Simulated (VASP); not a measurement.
These are PBE GGA, VASP's PBE PAW potentials (set 64) (plane waves; VASP 6.6.1) values and carry that method's errors.

Input for VASP

INCAR:
```
SYSTEM = In2W
PREC = Accurate
ENCUT = 300
EDIFF = 1E-6
NELM = 100
ALGO = Normal
LREAL = .FALSE.
LASPH = .TRUE.
ISMEAR = 0
SIGMA = 0.05
GGA = PE
LMAXMIX = 6
LWAVE = .FALSE.
LCHARG = .FALSE.
ISIF = 2
```

**POSCAR**
```
In2W
1
    0.0000000000     4.2934330000     4.2934330000
    4.2934330000     0.0000000000     4.2934330000
    4.2934330000     4.2934330000     0.0000000000
In W
4 2
Direct
  0.1250000000   0.1250000000   0.1250000000
  0.6250000000   0.1250000000   0.1250000000
  0.1250000000   0.6250000000   0.1250000000
  0.1250000000   0.1250000000   0.6250000000
  0.7500000000   0.7500000000   0.7500000000
  0.5000000000   0.5000000000   0.5000000000
```

File KPOINTS:
```
Regular mesh
0
gamma
 6 6 6
0 0 0
```

POTCAR, in this order: In_d W_sv (PBE.64 set). Program: vasp_std.

Output of the run:

OSZICAR:
```
       N       E                     dE             d eps       ncg     rms          rms(c)
DAV:   1     0.786250580783E+03    0.78625E+03   -0.31127E+04  1664   0.154E+03
DAV:   2     0.514204325264E+02   -0.73483E+03   -0.71853E+03  1552   0.488E+02
DAV:   3    -0.246334341375E+02   -0.76054E+02   -0.72584E+02  1832   0.176E+02
DAV:   4    -0.287975360421E+02   -0.41641E+01   -0.40146E+01  2072   0.390E+01
DAV:   5    -0.289383300421E+02   -0.14079E+00   -0.13926E+00  2320   0.565E+00    0.122E+01
DAV:   6    -0.275394418917E+02    0.13989E+01   -0.22741E+01  1944   0.143E+01    0.638E+00
DAV:   7    -0.262656393849E+02    0.12738E+01   -0.53492E+00  1944   0.929E+00    0.337E+00
DAV:   8    -0.261966168220E+02    0.69023E-01   -0.46751E-01  1792   0.346E+00    0.726E-01
DAV:   9    -0.261951416631E+02    0.14752E-02   -0.28710E-02  2088   0.115E+00    0.489E-01
DAV:  10    -0.261944711660E+02    0.67050E-03   -0.36502E-03  1976   0.464E-01    0.818E-02
DAV:  11    -0.261943438509E+02    0.12732E-03   -0.74340E-04  1880   0.171E-01    0.362E-02
DAV:  12    -0.261943537173E+02   -0.98664E-05   -0.80574E-05  2112   0.632E-02    0.177E-02
DAV:  13    -0.261943513989E+02    0.23184E-05   -0.66525E-06  1656   0.178E-02    0.510E-03
DAV:  14    -0.261943516740E+02   -0.27510E-06   -0.59052E-07  1056   0.562E-03
   1 F= -.26194352E+02 E0= -.26188636E+02  d E =-.114320E-01
```

File OUTCAR:
```
------------------------ aborting loop because EDIFF is reached ----------------------------------------
  FORCE on cell =-STRESS in cart. coord.  units (eV):
  Direction    XX          YY          ZZ          XY          YZ          ZX
  --------------------------------------------------------------------------------------
  Total      -14.1703924    -14.1703924    -14.1703924      0.0000000     -0.0000000      0.0000000
  in kB     -143.4327724   -143.4327724   -143.4327724      0.0000000     -0.0000000      0.0000000
  external PRESSURE =    -143.4327724 kB  Pullay stress =       0.0000000 kB
  volume of cell :      158.29
      direct lattice vectors                 reciprocal lattice vectors
     0.000000000  4.293433000  4.293433000    -0.116456924  0.116456924  0.116456924
     4.293433000  0.000000000  4.293433000     0.116456924 -0.116456924  0.116456924
     4.293433000  4.293433000  0.000000000     0.116456924  0.116456924 -0.116456924
 POSITION                                       TOTAL-FORCE (eV/Angst)
 -----------------------------------------------------------------------------------
      1.07336      1.07336      1.07336         0.000000      0.000000      0.000000
      1.07336      3.22007      3.22007         0.000000      0.000000      0.000000
      3.22007      1.07336      3.22007         0.000000      0.000000      0.000000
      3.22007      3.22007      1.07336         0.000000      0.000000      0.000000
      6.44015      6.44015      6.44015         0.000000      0.000000      0.000000
      4.29343      4.29343      4.29343        -0.000000     -0.000000     -0.000000
 -----------------------------------------------------------------------------------
    total drift:                                0.000000      0.000000      0.000000
  FREE ENERGIE OF THE ION-ELECTRON SYSTEM (eV)
  ---------------------------------------------------
  free  energy   TOTEN  =       -26.1943516740 eV

  energy  without entropy=      -26.1829197073  energy(sigma->0) =      -26.18863569
```
(Selected blocks of OUTCAR.)

At this cut-off the stress carries a Pulay error, which pulls relaxed volumes low.

The structure was generated: In2W was put into an ordered model structure, which need not be its known phase. The cell was not relaxed at this level. The run is one of a series of settings (KPOINTS 6×6×6 Γ-centred mesh against the base run), some of them coarse on purpose.
